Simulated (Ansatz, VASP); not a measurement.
## Cross-check of Ti (Titanium) between VASP and Ansatz

Wanted: the spread between two codes on one cell, functional and k mesh. The cell is taken from a series of runs on this material, whose earlier steps may have relaxed, scaled, displaced or heated it; both programs get it as it stands.

Main program and level: Ansatz 0.2.0; plane waves, with VASP 6.6.1 beside it; zone-centre phonons at LDA.

## (1) Starting point

Symmetry: P6_3/mmc, No. 194, hexagonal system. The conventional cell has a = 2.854 Å, b = 2.854 Å, c = 4.506 Å, α = 90.00°, β = 90.00°, γ = 120.00°. Ti has 12 Ti at 2.79 to 2.85 Å nearest.

## (2) Ansatz: zone-centre phonons, LDA, pair 1

Ansatz runs on its default PAW (the set named soft_2) files.

Second derivatives magnify differences that forces hide, and they need a tight electronic threshold.

Input file input.yaml:

```yaml
crystal:
  lattice:
    - [2.8536816677, 0.0, 0.0]
    - [-1.4268408338, 2.4713608186, 0.0]
    - [0.0, 0.0, 4.5064670688]
  atoms:
    - { symbol: Ti, position: [0.3333333333, 0.6666666667, 0.25] }
    - { symbol: Ti, position: [0.6666666667, 0.3333333333, 0.75] }
kpoints:
  mp_grid: { grid: [10, 10, 6] }
hamiltonian:
  xc: lda
scf:
  occupations: { method: gaussian, width: 0.1 }
output:
  eigenvalues: true
basis:
  ecutwfc: 260.0
phonons:
  method: dfpt
```

Run with:

```
$ ansatz run input.yaml --threads 4 --pin off --max-ram 14336MiB --backend cpu --events-out ev --progress --plain --runs-dir out
```

Numbers of over 12 decimals in the logs are rounded to 6 here.

What it wrote:

```text
Warning: basis.ecutwfc = 260 eV is below the records' recommended 420 eV, and the density's cutoff is lower with it unless basis.ecutrho_ratio is high enough to keep the records' density cutoff: compare with a run at a higher cutoff
zone centre: on kpoints.mp_grid the ground state, and the responses unless they are solved on pairs of k-points, stand on 124 of the mesh's 600 k-points, reduced under 4 symmetry operations, with k and −k counted as one. Each operation leaves every solved displacement unchanged or reverses it
Engine: ansatz 0.2.0, aarch64-unknown-linux-gnu
Pseudopotentials: kind: paw
Pseudopotential: Ti, paw, valence charge 12, recommended cutoff 420 eV (normal), Ti.paw.azcp
Functional definition: SPW92
  exchange = slater_x
  correlation = pw_c
Crystal: 2 atoms, lattice volume = 31.782 Å³
Basis set: ecut = 260 eV, 311 PW (Γ), exchange–correlation on 32×32×48 points (8 copies of the dense FFT grid, shifted against one another)
Bands: 16, of which v1, the nominal top of the filled ones, is band 12 counted from 1 (11 counted from 0)
Symmetry: 24 space group operations
k-points: 124 of 600 (irreducible under 4 space group operations, time reversal used)
Non-local potential: Ti, projectors of the file, l = 0: 3, l = 1: 2, l = 2: 3, l = 3: 1
PAW form: soft (Blöchl's): semilocal exchange-correlation on the pseudo side does not see the compensation charge
PAW frozen core: Ti, regenerated for the run's functional, and the local potential with it (the file was generated under x = pbe(κ = 0.804, μ = 0.219515), c = pbe(β = 0.066725))
PAW one-centre angular grid: Ti, 590 points (default); XC on 64 Gauss nodes
Initial density: superposition of atomic densities (neutral atoms: chi_scale 0, normalization atom), corrected by the library's trained network
Initial wavefunctions: pseudopotential atomic-orbital guess
Functional: x = slater, c = lda
SCF iter   1: F=—  HF=-4899.186555 eV  |F-HF|=—  |Δ(HF+E_count)|=         —  Δρ=2.42e-2  dr2=7.89e-2  ethr=1.77e-3  ⟨swp⟩=3.2  Hψ=7891  notcnv=0
preconditioner: auto → none  [metal: Δε(μ)=0.015 eV  Ē_g=3.076 eV  σ=0.100 eV  W_gap=0.08  n_scr=8 (ndim 8)  ℏωp=18.6 eV  f_vac=0.000  D(μ)=2.03/eV (n_scr^D=22)  sad-step TF]
SCF iter   2: F=—  HF=-4899.117933 eV  |F-HF|=—  |Δ(HF+E_count)|=   6.86e-2  Δρ=8.30e-3  dr2=5.60e-3  ethr=3.29e-4  ⟨swp⟩=2.3  Hψ=4715  notcnv=0  defer=6
SCF iter   3: F=—  HF=-4899.112902 eV  |F-HF|=—  |Δ(HF+E_count)|=   5.03e-3  Δρ=1.23e-3  dr2=9.58e-5  ethr=2.33e-5  ⟨swp⟩=2.0  Hψ=3955  notcnv=0  defer=6
SCF iter   4: F=—  HF=-4899.113071 eV  |F-HF|=—  |Δ(HF+E_count)|=   1.69e-4  Δρ=1.19e-4  dr2=2.00e-6  ethr=3.99e-7  ⟨swp⟩=2.0  Hψ=3477  notcnv=0  defer=6
SCF iter   5: F=—  HF=-4899.113070 eV  |F-HF|=—  |Δ(HF+E_count)|=   8.44e-7  Δρ=1.80e-5  dr2=6.93e-8  ethr=8.33e-9  ⟨swp⟩=2.0  Hψ=3207  notcnv=0  defer=6
SCF iter   6: F=—  HF=-4899.113070 eV  |F-HF|=—  |Δ(HF+E_count)|=   3.38e-9  Δρ=1.30e-6  dr2=1.78e-10  ethr=2.89e-10  ⟨swp⟩=2.8  Hψ=3459  notcnv=0  defer=6
SCF iter   7: F=-4899.113070 eV  HF=-4899.113070 eV  |F-HF|=1.82e-12  |Δ(HF+E_count)|=  5.37e-11  Δρ=9.64e-8  dr2=1.08e-12  ethr=1.00e-12  ⟨swp⟩=4.2  Hψ=7122  notcnv=0
SCF 1 converged in 7 iterations: F = -4899.113070 eV  dr2 = 1.08e-12
  greatest PAW one-centre occupation: 1.017 electrons in one spin orbital (limit 2), on the Ti atom at site 1 (counted from 0), in its partial waves of l = 1
DFPT response loops at Γ: preconditioner auto → Kerker (q_TF=auto, 2.604 Å⁻¹) (partly filled bands, converged f_vac=0.000); β = 1.00, the filter's whole step (`scf.mixing.beta` (0.50) is not read by the response loops under this deck's `scf.mixing.preconditioner`; to damp them name `kerker` or `kerker_dos`, under which they read `scf.mixing.beta`, and type it under 1.00, their step now; both keys bind the ground state too); Broyden in place of MSR1
SCF converged after 7 iterations
Free energy (F): -4899.113070 eV
Harris-Foulkes:  -4899.113070 eV  (|F-HF|=1.82e-12)
Internal energy: -4899.102764 eV  (E = F + TS)
E sigma→0 (E₀):  -4899.107917 eV
Entropy (-TS):   -0.010306 eV (-5.153 meV/atom)
Fermi energy:    14.472796 eV
--- Per-component energies (eV) ---
  E_band       = -284.671603
  E_kinetic    = 554.293828
  E_local      = -1535.599310  (includes V_loc(G=0)·N_el)
  E_nonlocal   = 24.706303
  E_hartree    = 634.964148
  E_xc         = -195.475511
  E_vxc        = -246.126558  (∫ρ·V_xc dr)
  E_paw        = -2000.976589  (= ΣΔE_a)
  E_vpaw       = -351.877357  (= ΣTr[D̂ρ^β])
  E_aug_tail   = 0.003225  (compensation charges beyond the density's cutoff)
  E_ewald      = -2381.670758
  E_core_change = 0.651901  (= ΣΔE_core)
  E_smearing   = -0.010306  (= −TS)
  E_closure    = 0.000000  (closes the sum)
  Σ components = -4899.113070   (vs F -4899.113070, Δ=0.00e0)
--- Band table (eV; the first three rows and the last of 124) ---
  k-point 0: bands = [... 8 lower, 8.1781, 11.5832, 15.2428, 15.2428, 15.4383, 15.6814, 15.7615, 15.7615]
  k-point 1: bands = [... 8 lower, 8.4327, 11.5322, 15.1292, 15.1292, 15.2487, 15.2630, 15.6255, 15.6255]
  k-point 2: bands = [... 8 lower, 9.1496, 11.0890, 14.6539, 14.8960, 15.0431, 15.0431, 15.3790, 15.3790]
  k-point 123: bands = [... 8 lower, 12.2970, 12.2970, 13.8749, 13.8749, 14.4916, 14.4916, 16.1751, 16.1751]
--- Phonons (Γ-DFPT): 2 representative perturbations + reference, on 124 of 600 k-points (Σ response iterations 6) ---
  k mesh reduced under 4 symmetry operations, with k and −k counted as one. Each operation leaves every solved displacement unchanged or reverses it
  ASR residual: 1.827e-5 → 0.000e0 eV/Å²; symmetrization residual: 4.386e-10 eV/Å²
  ASR residual per site (eV/Å²): 1.83e-5 1.83e-5
  Γ frequencies (cm⁻¹): 0.00 0.00 0.00 96.34 96.34 249.72
  non-analytic LO–TO correction: not included (Born effective charges unavailable; polar crystals: no LO–TO splitting at Γ)
```

## (3) VASP: zone-centre phonons, LDA, pair 1

The same cell, functional (in two slightly different forms), mesh and smearing now go to VASP, with its own data sets.

Lines of VASP's logs that name or quote its potential files are left out, and so is its time.

Input file INCAR:

```
SYSTEM = Ti
PREC = Accurate
ENCUT = 500
EDIFF = 1E-08
NELM = 120
ISMEAR = 0
SIGMA = 0.1
LREAL = .FALSE.
ALGO = Normal
GGA = CA
NBANDS = 18
LASPH = .TRUE.
LORBIT = 11
LWAVE = .FALSE.
LCHARG = .FALSE.
ISIF = 2
IBRION = 8
GGA_COMPAT = .FALSE.
KPAR = 2
```

Input file POSCAR:

```
Ti
1.0
    2.8536816677      0.0000000000      0.0000000000
   -1.4268408338      2.4713608186      0.0000000000
    0.0000000000      0.0000000000      4.5064670688
Ti
2
Direct
    0.3333333333      0.6666666667      0.2500000000
    0.6666666667      0.3333333333      0.7500000000
```

Input file KPOINTS:

```
Automatic mesh
0
Gamma
10 10 6
0 0 0
```

PAW data sets: Ti_sv (LDA family, release 64).

Run with:

```
$ mpirun -np 2 vasp_std
```

What it wrote:

```text
[banner, memory and clock lines left out]
running    2 mpi-ranks, on    1 nodes
 distrk:  each k-point on    1 cores,    2 groups
 distr:  one band on    1 cores,    1 groups

 POSCAR found type information on POSCAR Ti
 POSCAR found :  1 types and       2 ions
 LDA part: xc-table for (Slater(with rela. corr.)+CA(PZ))
 , standard interpolation
 POSCAR, INCAR and KPOINTS ok, starting setup
 FFT: planning ... GRIDC
 FFT: planning ... GRID_SOFT
 FFT: planning ... GRID
 WAVECAR not read
 entering main loop
       N       E                     dE             d eps       ncg     rms          rms(c)
DAV:   1     0.253566447230E+03    0.25357E+03   -0.12912E+04  2024   0.164E+03
DAV:   2     0.102145285984E+02   -0.24335E+03   -0.24040E+03  2068   0.453E+02
DAV:   3    -0.178171369404E+02   -0.28032E+02   -0.27648E+02  3752   0.125E+02
DAV:   4    -0.189226518717E+02   -0.11055E+01   -0.11049E+01  2314   0.260E+01
DAV:   5    -0.189743518054E+02   -0.51700E-01   -0.51683E-01  3094   0.405E+00    0.127E+01
DAV:   6    -0.171003931830E+02    0.18740E+01   -0.66825E+00  2388   0.272E+01    0.342E+00
DAV:   7    -0.170812907961E+02    0.19102E-01   -0.73917E-01  3038   0.639E+00    0.205E+00
DAV:   8    -0.171107036110E+02   -0.29413E-01   -0.23817E-01  2272   0.606E+00    0.771E-01
DAV:   9    -0.171014017173E+02    0.93019E-02   -0.49778E-02  2312   0.258E+00    0.912E-02
DAV:  10    -0.171019167551E+02   -0.51504E-03   -0.33378E-03  2856   0.383E-01    0.911E-02
DAV:  11    -0.171019194911E+02   -0.27361E-05   -0.20780E-04  2696   0.129E-01    0.415E-02
DAV:  12    -0.171019080842E+02    0.11407E-04   -0.47418E-05  2362   0.687E-02    0.355E-03
DAV:  13    -0.171019076551E+02    0.42911E-06   -0.23261E-06  2694   0.113E-02    0.365E-03
DAV:  14    -0.171019079820E+02   -0.32698E-06   -0.82622E-07  2168   0.856E-03    0.177E-03
DAV:  15    -0.171019079454E+02    0.36625E-07   -0.79355E-08  2150   0.216E-03    0.206E-04
DAV:  16    -0.171019079462E+02   -0.84174E-09   -0.29910E-09  1166   0.535E-04
   1 F= -.17101908E+02 E0= -.17096464E+02  d E =-.108881E-01
 Linear response reoptimize wavefunctions to high precision
DAV:   1    -0.171019079484E+02   -0.21696E-08   -0.84776E-10  1396   0.221E-04
DAV:   2    -0.171019079484E+02   -0.21828E-10   -0.22983E-10  1110   0.116E-04
 Linear response DOF=           2
 Linear response progress:
  Degree of freedom:   1/  2
       N       E                     dE             d eps       ncg     rms          rms(c)
RMM:   1    -0.542724201806E+00   -0.54272E+00    0.29699E+01  7567   0.135E+02
RMM:   2    -0.520697495366E+00    0.22027E-01   -0.32128E-01 13373   0.456E+00    0.289E-01
RMM:   3    -0.517886479528E+00    0.28110E-02   -0.19694E-02 15109   0.122E+00    0.128E-01
RMM:   4    -0.518526726610E+00   -0.64025E-03   -0.81082E-03 17561   0.530E-01    0.176E-02
RMM:   5    -0.519167036560E+00   -0.64031E-03   -0.14797E-03 18111   0.202E-01    0.174E-02
RMM:   6    -0.519394395205E+00   -0.22736E-03   -0.65381E-04 17750   0.103E-01    0.134E-02
RMM:   7    -0.520213366198E+00   -0.81897E-03   -0.11765E-04 16189   0.557E-02    0.437E-03
RMM:   8    -0.520361001042E+00   -0.14763E-03   -0.50123E-05 18605   0.268E-02    0.981E-04
RMM:   9    -0.520335440031E+00    0.25561E-04    0.27949E-06 18693   0.139E-02    0.761E-04
RMM:  10    -0.520354599966E+00   -0.19160E-04   -0.19160E-05 18818   0.708E-03    0.459E-04
RMM:  11    -0.520369938447E+00   -0.15338E-04    0.96738E-07 17722   0.425E-03    0.691E-05
RMM:  12    -0.520369474176E+00    0.46427E-06   -0.10884E-05 19328   0.240E-03    0.570E-05
RMM:  13    -0.520372781760E+00   -0.33076E-05    0.15766E-06 17613   0.152E-03    0.892E-05
RMM:  14    -0.520369797143E+00    0.29846E-05   -0.57554E-06 17901   0.100E-03    0.274E-05
[...]
RMM:  22    -0.520371047389E+00    0.25844E-07   -0.50765E-07 19149   0.149E-04    0.108E-05
RMM:  23    -0.520371028365E+00    0.19024E-07   -0.26263E-07 18839   0.128E-04    0.848E-06
RMM:  24    -0.520371039253E+00   -0.10888E-07   -0.35594E-07 18186   0.116E-04    0.775E-06
RMM:  25    -0.520370998213E+00    0.41040E-07   -0.14012E-07 17216   0.106E-04    0.437E-06
RMM:  26    -0.520370956376E+00    0.41837E-07   -0.23772E-07 17962   0.982E-05    0.256E-06
RMM:  27    -0.520370975009E+00   -0.18633E-07   -0.17677E-07 17681   0.920E-05    0.243E-06
RMM:  28    -0.520370971150E+00    0.38593E-08   -0.19076E-07 18321   0.856E-05    0.257E-06
RMM:  29    -0.520370965263E+00    0.58873E-08   -0.13202E-07 16154   0.809E-05    0.257E-06
 first order change of Fermi-energy   0.97185E-04
 force on displaced ion       1 direction 1 :  -1.171  -0.001   0.000
 Linear response progress:
  Degree of freedom:   2/  2
       N       E                     dE             d eps       ncg     rms          rms(c)
RMM:   1    -0.650198668021E+00   -0.65020E+00    0.32811E+01  2626   0.137E+02
RMM:   2    -0.617280966450E+00    0.32918E-01   -0.33529E-01  4684   0.461E+00    0.301E-01
RMM:   3    -0.614717257919E+00    0.25637E-02   -0.27247E-02  5189   0.132E+00    0.132E-01
RMM:   4    -0.616298565649E+00   -0.15813E-02   -0.10910E-02  5925   0.569E-01    0.328E-02
RMM:   5    -0.616769779639E+00   -0.47121E-03   -0.18657E-03  5675   0.227E-01    0.239E-02
RMM:   6    -0.617365005684E+00   -0.59523E-03   -0.10535E-03  5999   0.119E-01    0.113E-02
RMM:   7    -0.617606469529E+00   -0.24146E-03   -0.18134E-04  6168   0.526E-02    0.861E-03
RMM:   8    -0.618278473192E+00   -0.67200E-03   -0.10070E-04  5319   0.343E-02    0.363E-03
RMM:   9    -0.618264393883E+00    0.14079E-04    0.11259E-04  6075   0.166E-02    0.172E-03
RMM:  10    -0.618219490032E+00    0.44904E-04   -0.30585E-05  5864   0.888E-03    0.401E-04
RMM:  11    -0.618219119980E+00    0.37005E-06    0.61352E-05  6337   0.479E-03    0.256E-04
RMM:  12    -0.618229809549E+00   -0.10690E-04    0.12623E-05  6221   0.291E-03    0.100E-04
RMM:  13    -0.618231509263E+00   -0.16997E-05    0.31909E-05  6293   0.185E-03    0.378E-05
RMM:  14    -0.618232876980E+00   -0.13677E-05    0.14251E-05  6463   0.126E-03    0.199E-05
[...]
RMM:  18    -0.618233648542E+00   -0.36165E-06    0.10458E-05  5845   0.494E-04    0.401E-06
RMM:  19    -0.618233664776E+00   -0.16234E-07    0.10194E-05  6293   0.422E-04    0.772E-06
RMM:  20    -0.618233864227E+00   -0.19945E-06    0.83710E-06  6121   0.365E-04    0.132E-05
RMM:  21    -0.618233929879E+00   -0.65652E-07    0.77567E-06  5914   0.331E-04    0.202E-05
RMM:  22    -0.618234083226E+00   -0.15335E-06    0.64892E-06  6370   0.300E-04    0.217E-05
RMM:  23    -0.618234163111E+00   -0.79885E-07    0.57895E-06  6051   0.277E-04    0.229E-05
RMM:  24    -0.618234262959E+00   -0.99848E-07    0.48796E-06  5957   0.258E-04    0.244E-05
RMM:  25    -0.618234311319E+00   -0.48360E-07    0.43009E-06  5745   0.242E-04    0.256E-05
 first order change of Fermi-energy  -0.15300E-03
 force on displaced ion       1 direction 3 :   0.000  -0.000  -5.271
 Linear response finished
```

Parts of OUTCAR (step 3):

```text
ion  position               nearest neighbor table
   1  0.333  0.667  0.250-   2 2.79   2 2.79   2 2.79   2 2.79   2 2.79   2 2.79
   2  0.667  0.333  0.750-   1 2.79   1 2.79   1 2.79   1 2.79   1 2.79   1 2.79

  LATTYP: Found a hexagonal cell.
 ALAT       =     2.8536816677
 C/A-ratio  =     1.5791765143

 Subroutine GETGRP returns: Found 24 space group operations
 (whereof 12 operations were pure point group operations)

The static configuration has the point symmetry D_3d.
 The point group associated with its full space group is D_6h.

 Found     56 irreducible k-points:

   k-points           NKPTS =     56   k-points in BZ     NKDIM =     56   number of bands    NBANDS=     18

   dimension x,y,z NGX =    24 NGY =   24 NGZ =   36
   dimension x,y,z NGXF=    48 NGYF=   48 NGZF=   72

   ENCUT  =  500.0 eV  36.75 Ry    6.06 a.u.   5.20  5.20  8.22*2*pi/ulx,y,z

   NELECT =      24.0000    total number of electrons

 k-points in reciprocal lattice and weights: Automatic mesh
   0.00000000  0.00000000  0.00000000       0.002
   0.10000000  0.00000000  0.00000000       0.010
   0.20000000  0.00000000  0.00000000       0.010
   0.30000000  0.00000000  0.00000000       0.010
   0.40000000  0.00000000  0.00000000       0.010
   0.50000000  0.00000000  0.00000000       0.005
   0.10000000  0.10000000  0.00000000       0.010
   0.20000000  0.10000000  0.00000000       0.020
   0.30000000  0.10000000  0.00000000       0.020
[...]
0.40000000  0.20000000  0.50000000       0.010
   0.30000000  0.30000000  0.50000000       0.010

 average (electrostatic) potential at core
       1 -71.3970       2 -71.3970

  Total        0.2791169      0.2791169      0.2495874      0.0000000     -0.0000000      0.0000000
  in kB       14.0708021     14.0708021     12.5821622      0.0000000     -0.0000000      0.0000000
  external PRESSURE =      13.5745888 kB  Pullay stress =       0.0000000 kB

  energy-cutoff  :      500.00
  volume of cell :       31.78
      direct lattice vectors                 reciprocal lattice vectors
     2.853681668  0.000000000  0.000000000     0.350424510  0.202317685  0.000000000
    -1.426840834  2.471360819  0.000000000     0.000000000  0.404635370  0.000000000
     0.000000000  0.000000000  4.506467069     0.000000000  0.000000000  0.221903319

 POSITION                                       TOTAL-FORCE (eV/Angst)
 -----------------------------------------------------------------------------------
     -0.00000      1.64757      1.12662         0.000000     -0.000000      0.000000
      1.42684      0.82379      3.37985        -0.000000      0.000000      0.000000
 -----------------------------------------------------------------------------------
    total drift:                                0.000000     -0.000000      0.000000

 Eigenvectors and eigenvalues of the dynamical matrix
 ----------------------------------------------------

   1 f  =    7.335359 THz    46.089423 2PiTHz  244.681254 cm-1    30.336595 meV
             X         Y         Z           dx          dy          dz
     -0.000000  1.647574  1.126617    -0.000000   -0.000000    0.707107
      1.426841  0.823787  3.379850     0.000000    0.000000   -0.707107

   2 f  =    3.458276 THz    21.728987 2PiTHz  115.355658 cm-1    14.302272 meV
             X         Y         Z           dx          dy          dz
     -0.000000  1.647574  1.126617     0.246673    0.662686   -0.000000
      1.426841  0.823787  3.379850    -0.246673   -0.662686   -0.000000

   3 f  =    3.458276 THz    21.728987 2PiTHz  115.355658 cm-1    14.302272 meV
             X         Y         Z           dx          dy          dz
     -0.000000  1.647574  1.126617     0.662686   -0.246673    0.000000
      1.426841  0.823787  3.379850    -0.662686    0.246673    0.000000

   4 f  =    0.000000 THz     0.000000 2PiTHz    0.000001 cm-1     0.000000 meV
             X         Y         Z           dx          dy          dz
     -0.000000  1.647574  1.126617    -0.093217   -0.681582   -0.163572
      1.426841  0.823787  3.379850    -0.093217   -0.681582   -0.163572

   5 f/i=    0.000000 THz     0.000000 2PiTHz    0.000001 cm-1     0.000000 meV
             X         Y         Z           dx          dy          dz
     -0.000000  1.647574  1.126617     0.700843   -0.087944   -0.032947
      1.426841  0.823787  3.379850     0.700843   -0.087944   -0.032947

   6 f/i=    0.000000 THz     0.000000 2PiTHz    0.000002 cm-1     0.000000 meV
             X         Y         Z           dx          dy          dz
     -0.000000  1.647574  1.126617     0.011414   -0.166467    0.687138
      1.426841  0.823787  3.379850     0.011414   -0.166467    0.687138

 ELASTIC MODULI CONTR FROM IONIC RELAXATION (kBar)
 Direction    XX          YY          ZZ          XY          YZ          ZX
 --------------------------------------------------------------------------------
 XX        -109.1367    109.1367      0.0000     -0.0000      0.0000     -0.0000
 YY         109.1367   -109.1367     -0.0000     -0.0000     -0.0000      0.0000
 ZZ           0.0000     -0.0000     -0.0000     -0.0000      0.0000     -0.0000
 XY          -0.0000     -0.0000     -0.0000   -109.1367     -0.0000      0.0000
 YZ           0.0000     -0.0000      0.0000     -0.0000     -0.0000      0.0000
 ZX          -0.0000      0.0000     -0.0000      0.0000      0.0000     -0.0000
 --------------------------------------------------------------------------------
```

The k-mesh is coarse for a metal.

(Part 1 of 2 ends here.)

[Lines on the potential files, build, host, timing and source positions are cut from VASP's logs without a mark.]

[Logs are printed without paths, hosts, clocks, repeated set-up lines and the standing remarks that a program may print on its own settings, such as how far it seeks lower states.]

[Hosts, paths, dates, database ids (printed as entryN), source tags and the programs' standing remarks are cut or masked in the printed files.]
